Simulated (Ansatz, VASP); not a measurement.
# Cross-check of KZnF3 between VASP and Ansatz, part 2 of 2

Aim: how closely do two programs agree when they are given the same cell, functional and k mesh?  The cell is taken from a series of runs on this material, whose earlier steps may have relaxed or scaled it; both programs get it as it stands.

VASP 6.6.1 and Ansatz 0.2.0.

So far. Step 2 (VASP: single point, LDA): The run ends at a pressure of -1.45 GPa. Step 3 (Ansatz: single point, LDA): The run ends at a pressure of -1.93 GPa.

## Step 6: VASP: single point, r2SCAN

Level of this step: r2SCAN; plane waves and PAW (Zn_sv_GW, K_sv_GW, F_GW) (VASP).

A single point gives forces, pressure and levels at one fixed geometry, so differences don't come from the geometry; what else differs is listed under the comparison. The cell compared in this pair holds 65.44 Å³, against 64.07 Å³ for the pair before.

INCAR reads:

```
SYSTEM = KZnF3
PREC = Accurate
ENCUT = 790
EDIFF = 1E-06
NELM = 100
ISMEAR = 0
SIGMA = 0.03
LREAL = .FALSE.
ALGO = Normal
METAGGA = R2SCAN
LASPH = .TRUE.
NBANDS = 31
LORBIT = 11
LWAVE = .FALSE.
LCHARG = .FALSE.
KPAR = 2
ISIF = 2
```

POSCAR reads:

```
KZnF3
1.0
    4.0297356500      0.0000000000      0.0000000000
    0.0000000000      4.0297356500      0.0000000000
    0.0000000000      0.0000000000      4.0297356500
Zn K F
1 1 3
Direct
    0.5000000000      0.5000000000      0.5000000000
    0.0000000000      0.0000000000      0.0000000000
    0.5000000000      0.0000000000      0.5000000000
    0.0000000000      0.5000000000      0.5000000000
    0.5000000000      0.5000000000      0.0000000000
```

KPOINTS reads:

```
Automatic mesh
0
Gamma
6 6 6
0 0 0
```

The projector-augmented-wave data sets are Zn_sv_GW, K_sv_GW and F_GW (PBE family, release 64).

The run is started by

```bash
> mpirun -np 2 vasp_std
```

Numbers of over 12 decimals in the logs are rounded to 6 here.

Log:

```text
[banner, memory and clock lines left out]
running    2 mpi-ranks, on    1 nodes
[...]
[... a notice as in an earlier step ...]

 LDA part: xc-table for (None), standard interpolation
 POSCAR, INCAR and KPOINTS ok, starting setup
[...]
entering main loop
       N       E                     dE             d eps       ncg     rms          rms(c)
DAV:   1     0.918571412058E+03    0.91857E+03   -0.35145E+04  1988   0.888E+03
DAV:   2     0.919034702095E+02   -0.82667E+03   -0.79047E+03  1962   0.176E+03
DAV:   3    -0.486127069751E+02   -0.14052E+03   -0.13639E+03  2336   0.510E+02
DAV:   4    -0.572922040829E+02   -0.86795E+01   -0.85704E+01  2134   0.103E+02
[...]
DAV:  16    -0.409097605769E+02    0.54557E-05   -0.25322E-07   938   0.295E-02    0.186E-03
DAV:  17    -0.409097619656E+02   -0.13887E-05   -0.19626E-07   984   0.269E-02    0.340E-04
DAV:  18    -0.409097627123E+02   -0.74674E-06   -0.14732E-07   893   0.212E-02
   1 F= -.40909763E+02 E0= -.40909763E+02  d E =-.294092E-16
```

From OUTCAR (step 6):

```text
  Total        0.2613880      0.2613880      0.2613880     -0.0000000      0.0000000     -0.0000000
  in kB        6.3998031      6.3998031      6.3998031     -0.0000000      0.0000000     -0.0000000
  external PRESSURE =       6.3998031 kB  Pullay stress =       0.0000000 kB

 POSITION                                       TOTAL-FORCE (eV/Angst)
 -----------------------------------------------------------------------------------
      2.01487      2.01487      2.01487         0.000000      0.000000      0.000000
      0.00000      0.00000      0.00000         0.000000      0.000000      0.000000
      2.01487      0.00000      2.01487         0.000000      0.000000      0.000000
      0.00000      2.01487      2.01487         0.000000      0.000000      0.000000
      2.01487      2.01487      0.00000         0.000000      0.000000      0.000000
 -----------------------------------------------------------------------------------
    total drift:                               -0.000000      0.000000     -0.000000

  FREE ENERGIE OF THE ION-ELECTRON SYSTEM (eV)
  ---------------------------------------------------
  free  energy   TOTEN  =       -40.9097627123 eV

  energy  without entropy=      -40.9097627123  energy(sigma->0) =      -40.90976271

[... 3 further parts left out ...]
[key lines of the parts left out:]
E-fermi :   1.3361
```

The run ends at a pressure of 0.64 GPa.

## Step 7: Ansatz: single point, r2SCAN

The same cell, functional, mesh and smearing now go to Ansatz, which takes its cutoff from its data sets.

The cell is taken from a series of runs on this material, whose earlier steps may have relaxed or scaled it; both programs get it as it stands.

input.yaml reads:

```yaml
crystal:
  lattice:
    - [4.02973565, 0.0, 0.0]
    - [0.0, 4.02973565, 0.0]
    - [0.0, 0.0, 4.02973565]
  atoms:
    - { symbol: Zn, position: [0.5, 0.5, 0.5] }
    - { symbol: K, position: [0.0, 0.0, 0.0] }
    - { symbol: F, position: [0.5, 0.0, 0.5] }
    - { symbol: F, position: [0.0, 0.5, 0.5] }
    - { symbol: F, position: [0.5, 0.5, 0.0] }
hamiltonian:
  xc: r2scan
  pseudopotentials: { kind: paw }
kpoints:
  mp_grid: { grid: [6, 6, 6] }
scf:
  occupations: { method: gaussian, width: 0.03 }
  n_extra_bands: 5
output:
  forces: true
  stress: true
  eigenvalues: true
```

The run is started by

```bash
> ansatz run input.yaml --threads 2 --pin off --max-ram 4608MiB --backend cpu --events-out ev --progress --plain --runs-dir out
```

Log:

```text
[...]
Crystal: 5 atoms, lattice volume = 65.438 Å³
Basis set: ecut = 500 eV, 1647 PW (Γ), exchange–correlation on 120×120×120 points (64 copies of the dense FFT grid, shifted against one another)
Bands: 26, of which v1, the nominal top of the filled ones, is band 21 counted from 1 (20 counted from 0)
Symmetry: 48 space group operations
[...]
k-points: 20 of 216
[...]
k-point 0: bands = [... 17 lower, 1.6806, 1.9233, 1.9233, 1.9233, 8.6419, 13.2474, 13.2474, 14.3349, ... 1 higher]
  k-point 1: bands = [... 17 lower, 1.7299, 1.9521, 1.9521, 2.0165, 9.1723, 13.4786, 13.4873, 14.5911, ... 1 higher]
  k-point 2: bands = [... 17 lower, 1.7456, 2.0609, 2.0609, 2.3046, 10.4556, 13.5205, 13.9681, 15.5977, ... 1 higher]
  k-point 19: bands = [... 17 lower, 2.2803, 2.2803, 3.9708, 3.9708, 13.1950, 13.1950, 13.1950, 15.3149, ... 1 higher]
[key lines of the parts left out:]
SCF converged after 7 iterations
Free energy (F): -7302.892960 eV
Fermi energy:    6.306454 eV
P = ⅓ Tr σ = 1.0761 GPa (10.761 kbar)
```

The run ends at a pressure of 1.08 GPa.

## Step 8: Side by side

What differs besides the data sets and the points named for the pairs above, as far as they apply: VASP keeps PBE cores, Ansatz makes them for the functional; the data sets hold 42 valence electrons in Ansatz (default PAW (the set named soft_2) files) and 50 in VASP; the cutoff is 500 eV in Ansatz and 790 eV in VASP. Total energies have different zeros and are not compared.

The two programs side by side:

| quantity | Ansatz | VASP | difference |
| --- | --- | --- | --- |
| pressure (GPa) | 1.08 | 0.64 | +0.44 |
| gap on the k mesh (eV) | 4.671 | 4.692 | -0.021 |

Ansatz's pressure holds a Pulay correction of 0.13 GPa; VASP's holds none.

## Step 9: Looking for the cause

How far does this hang on the set-up? Further runs change one program's set-up at a time, as the table lists.

| run | difference in gap on the k mesh (eV) |
| --- | --- |
| as above | -0.021 |
| VASP with the data sets Zn, K_sv and F_h and a cutoff of 1240 eV | 0.051 |

## Step 10: Outcome

```
difference in gap on the k mesh (single point, LDA)    : 0.034 eV
difference in gap on the k mesh (single point, r2SCAN) : -0.021 eV
```

What this shows: The difference in gap on the k mesh is 0.034 eV (single point, LDA), within the 0.08 eV picked in this series as the mark of a large difference. For single point, LDA: VASP with the data sets Zn_sv_GW, K_sv_GW and F_GW, a cutoff of 780 eV and GGA = CA, the Perdew-Zunger form of LDA turns the difference in gap on the k mesh from 0.034 to -0.030 eV, so VASP's own sets bracket Ansatz's value. For single point, r2SCAN: VASP with the data sets Zn, K_sv and F_h and a cutoff of 1240 eV turns the difference in gap on the k mesh from -0.021 to 0.051 eV, so VASP's own sets bracket Ansatz's value. Differences of this kind measure data sets and numerical settings, not the functional's error against experiment.

[Lines on the potential files, build, host, timing and source positions are cut from VASP's logs without a mark.]

[Logs are printed without paths, hosts, clocks, repeated set-up lines and the standing remarks that a program may print on its own settings, such as how far it seeks lower states.]

[Hosts, paths, dates, database ids (printed as entryN), source tags and the programs' standing remarks are cut or masked in the printed files.]
